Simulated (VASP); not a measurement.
OSZICAR of a VASP run on ZnS (space group P6_3mc):

File OSZICAR:
```
       N       E                     dE             d eps       ncg     rms          rms(c)
DAV:   1     0.737259880660E+03    0.73726E+03   -0.36399E+04  2880   0.147E+03
DAV:   2     0.556119332498E+02   -0.68165E+03   -0.66663E+03  2972   0.380E+02
DAV:   3    -0.432191170032E+02   -0.98831E+02   -0.97404E+02  3172   0.139E+02
DAV:   4    -0.477422549873E+02   -0.45231E+01   -0.45062E+01  3296   0.304E+01
DAV:   5    -0.478319795731E+02   -0.89725E-01   -0.89527E-01  3392   0.431E+00    0.167E+01
DAV:   6    -0.453073149061E+02    0.25247E+01   -0.64938E+00  4156   0.477E+01    0.128E+01
DAV:   7    -0.456640424199E+02   -0.35673E+00   -0.10146E+01  3204   0.102E+01    0.451E+00
DAV:   8    -0.454490886520E+02    0.21495E+00   -0.93874E-01  3604   0.840E+00    0.146E+00
DAV:   9    -0.454331940105E+02    0.15895E-01   -0.23580E-01  3724   0.432E+00    0.495E-01
DAV:  10    -0.454325104678E+02    0.68354E-03   -0.94866E-03  3296   0.945E-01    0.464E-01
DAV:  11    -0.454325999394E+02   -0.89472E-04   -0.92268E-04  3376   0.149E-01    0.487E-01
DAV:  12    -0.454320943961E+02    0.50554E-03   -0.42855E-03  4480   0.636E-01    0.533E-01
DAV:  13    -0.454365847104E+02   -0.44903E-02   -0.19003E-02  3852   0.131E+00    0.703E-01
DAV:  14    -0.454336666003E+02    0.29181E-02   -0.65410E-03  3596   0.997E-01    0.542E-01
DAV:  15    -0.454334732374E+02    0.19336E-03   -0.48394E-04  3120   0.946E-02    0.506E-01
DAV:  16    -0.454332512378E+02    0.22200E-03   -0.71432E-05  4068   0.474E-02    0.455E-01
DAV:  17    -0.454326569502E+02    0.59429E-03   -0.54682E-04  4712   0.162E-01    0.305E-01
DAV:  18    -0.454322665164E+02    0.39043E-03   -0.10928E-03  4456   0.208E-01    0.118E-01
DAV:  19    -0.454322443878E+02    0.22129E-04   -0.17274E-04  3344   0.619E-02    0.820E-02
DAV:  20    -0.454322323594E+02    0.12028E-04   -0.37139E-05  3968   0.281E-02    0.623E-02
DAV:  21    -0.454322307552E+02    0.16042E-05   -0.14645E-05  3736   0.415E-02    0.357E-02
DAV:  22    -0.454322412397E+02   -0.10485E-04   -0.45203E-05  3948   0.345E-02    0.384E-02
DAV:  23    -0.454322407278E+02    0.51189E-06   -0.64378E-06  2848   0.270E-02
   1 F= -.45432241E+02 E0= -.45432241E+02  d E =-.167339E-16
       N       E                     dE             ncg
       N       E                     dE             ncg
       N       E                     dE             ncg
```

Q: Which electronic solver shows in the log?

A: It is blocked Davidson (ALGO = Normal, or the opening steps of other solvers). The INCAR had ALGO = Normal.

Q: Can the final energy be trusted as converged?

A: Self-consistency was reached. It stopped with EDIFF = 1E-6, NELM = 100 (PBEsol GGA, plane waves, VASP's PBE PAW potentials (set 64)).

The structure comes from a computed database's ZnS entry; how it stands against other phases isn't given here. The cell was not relaxed at this level. The run is one of a series of settings (NBANDS = 60 against the base run), some of them coarse on purpose.
